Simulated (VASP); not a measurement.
An input for Quantum ESPRESSO's pw.x (written as the equivalent of a VASP run, and not itself run):

```
&CONTROL
  calculation = 'scf'
  pseudo_dir = './pseudo'
  outdir = './out'
  tprnfor = .true.
  tstress = .true.
/
&SYSTEM
  ibrav = 0
  nat = 2
  ntyp = 2
  ecutwfc = 84
  occupations = 'smearing'
  smearing = 'gaussian'
  degauss = 0.000735
  input_dft = 'pbe'
/
&ELECTRONS
  conv_thr = 7.3e-06
  electron_maxstep = 100
/
ATOMIC_SPECIES
  B 10.810 B.upf
  As 74.922 As.upf
CELL_PARAMETERS angstrom
     0.0000000    2.3980590    2.3980590
     2.3980590    0.0000000    2.3980590
     2.3980590    2.3980590    0.0000000
ATOMIC_POSITIONS crystal
  B    0.2500000  0.2500000  0.2500000
  As   0.0000000  0.0000000  0.0000000
K_POINTS automatic
  6 6 6 0 0 0
```

Q: Write the VASP files for the same calculation (PBE).

A: One answer among several that fit: 
KPOINTS:
```
K-points
0
gamma
 6 6 6
```

File POSCAR:
```
BAs
1
    0.0000000000     2.3980590000     2.3980590000
    2.3980590000     0.0000000000     2.3980590000
    2.3980590000     2.3980590000     0.0000000000
B As
1 1
Direct
  0.2500000000   0.2500000000   0.2500000000
  0.0000000000   0.0000000000   0.0000000000
```

**INCAR**
```
ALGO = Normal
EDIFF = 1E-04
ENCUT = 400
GGA = PE
ISIF = 2
ISMEAR = 0
LASPH = .TRUE.
LCHARG = .FALSE.
LMAXMIX = 4
LREAL = .FALSE.
LWAVE = .FALSE.
NELM = 100
PREC = Accurate
SIGMA = 0.01
SYSTEM = BAs
```

POTCAR, in this order: B As (PBE.64 set). Program: vasp_std.

The two are equivalent in intent, not identical: the potentials are each code's own (VASP's PAW set, PseudoDojo norm-conserving files in pw.x), so ENCUT and ecutwfc are chosen apart and not converted; conv_thr bounds pw.x's estimated SCF error, while EDIFF bounds the energy change between steps.

The structure comes from a computed database's BAs entry; how it stands against other phases isn't given here. The cell was not relaxed at this level. The run is one of a series of settings (EDIFF = 1E-04 against the base run), some of them coarse on purpose.
